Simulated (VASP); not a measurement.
A convergence study with VASP on Cu (fcc): one setting is varied, all else stays as given below, so the limit is that of these other settings.

```yaml
crystal:
  lattice:
    - [0.00000, 1.80500, 1.80500]
    - [1.80500, 0.00000, 1.80500]
    - [1.80500, 1.80500, 0.00000]
  atoms:
    - { symbol: Cu, position: [0.00000, 0.00000, 0.00000] }
```

The numbers are results of PBEsol GGA, VASP's PBE PAW potentials (set 64) (plane waves; VASP), not measurements. The tightest run used: 550 eV cut-off, 27×27×27 Γ-centred mesh, tetrahedra with Blöchl corrections, potentials Cu.

```
setting     E (eV/atom)  pressure (GPa)  irreducible k-points
----------  -----------  --------------  --------------------
3×3×3 mesh      -4.6960           -9.74                     4
4×4×4 mesh      -4.1749           -5.10                     8
5×5×5 mesh      -4.3472           -5.48                    10
```

Question: These are the cheaper rows. Estimate the results at 27×27×27 mesh, and how far the last row shown lies from them.

Answer: 
| quantity | tightest run | last row shown is off by |
|---|---|---|
| E (eV/atom) | -4.3021 | -0.0451 |
| pressure (GPa) | -5.17 | -0.31 |

Left out are rungs that failed or repeat a setting and relaxations that didn't move; long series are thinned to 24 rows.

The compound is Cu in the fcc structure. The cell was not relaxed at this level.
